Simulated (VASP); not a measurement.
BBi (relaxed from the NiAs type structure, space group P6_3/mmc) is relaxed at rising pressure, each step from the one before. Symmetry mostly holds the structure type, and other phases were not tried. The mesh follows the cell, and a change of mesh leaves a small step in the series.

Data:

```
BiB
1.0
    3.71146     0.00000     0.00000
   -1.85573     3.21422     0.00000
    0.00000     0.00000     6.07392
B Bi
2 2
Direct
  0.00000   0.00000   0.00000
  0.00000   0.00000   0.50000
  0.33333   0.66667   0.25000
  0.66667   0.33333   0.75000
```

These are PBEsol GGA, VASP's PBE PAW potentials (set 64) (plane waves; VASP 6.6.1) values and carry that method's errors. Run with 620 eV cut-off, 10×10×5 Γ-centred mesh, first-order Methfessel-Paxton smearing of 0.10 eV, potentials B Bi_d.

Unless said otherwise, spin-orbit coupling is left out, though it shifts the bands of the heavy elements here.

```tsv
P (GPa)	V (Å³/atom)	H − H(0) (eV/atom)	space group	gap on the mesh (eV)	k-mesh
0	18.11	0.000	P6_3/mmc	0.00	10×10×5
5	17.11	0.550	P6_3/mmc	0.00	10×10×5
10	16.30	1.070	P6_3/mmc	0.00	10×10×5
20	[?]	[?]	P6_3/mmc	0.00	10×10×5
30	[?]	[?]	P6_3/mmc	0.00	11×11×5
45	13.61	4.294	P6_3/mmc	0.00	11×11×5
```

Complete the blanks.

- 30, V (Å³/atom): 14.54
- 30, H − H(0) (eV/atom): 2.978
- 20, V (Å³/atom): 15.27
- 20, H − H(0) (eV/atom): 2.055

Pressures at which the relaxation failed are left out.

The structure was generated: BBi was put into the NiAs type type (P6_3/mmc), which need not be its known phase.
